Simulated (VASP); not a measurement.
A run of VASP 6.6.1 is set up as follows.

INCAR

```
SYSTEM = Gd
PREC = Accurate
ENCUT = 520
EDIFF = 1E-7
ISMEAR = -1
SIGMA = 0.05
LREAL = .FALSE.
LASPH = .TRUE.
NELM = 150
ALGO = Fast
ISIF = 2
LWAVE = .FALSE.
LCHARG = .FALSE.
ISPIN = 2
MAGMOM = 7 7
LORBIT = 11
LMAXMIX = 6
LDAU = .TRUE.
LDAUTYPE = 2
LDAUL = 3
LDAUU = 6
LDAUJ = 0
LDAUPRINT = 1
GGA = PS
ICORELEVEL = 1
```

Contents of KPOINTS:

```
Automatic mesh
0
G
  10 10 6
  0 0 0
```

Contents of POSCAR:

```
Gd
1.0
    3.6360000000      0.0000000000      0.0000000000
   -1.8180000000      3.1488683682      0.0000000000
    0.0000000000      0.0000000000      5.7826000000
Gd
2
Direct
    0.3333333333      0.6666666667      0.2500000000
    0.6666666667      0.3333333333      0.7500000000
```

Potentials or basis: VASP PAW PBE potentials, release 64 (Gd).

Command:

```bash
$ cat potpaw_PBE.64/Gd/POTCAR > POTCAR
$ mpirun -np 1 vasp_std > vasp.out
```

Q: What does it give for the band gap on the k mesh?

A: None (metal or under the smearing width).

Q: Predict the site moments.

A: Gd +7.11 μB.

Stress tensor (GPa, compression positive):
```
-1.07  0.00  0.00
 0.00 -1.07  0.00
 0.00  0.00 -0.74
```

Caveat: the PAW data sets were made with another functional, which shifts forces and pressure a little; spin-orbit coupling is left out, which moves the levels of the heavy elements. The state reached can hang on the start; a lower one may exist.
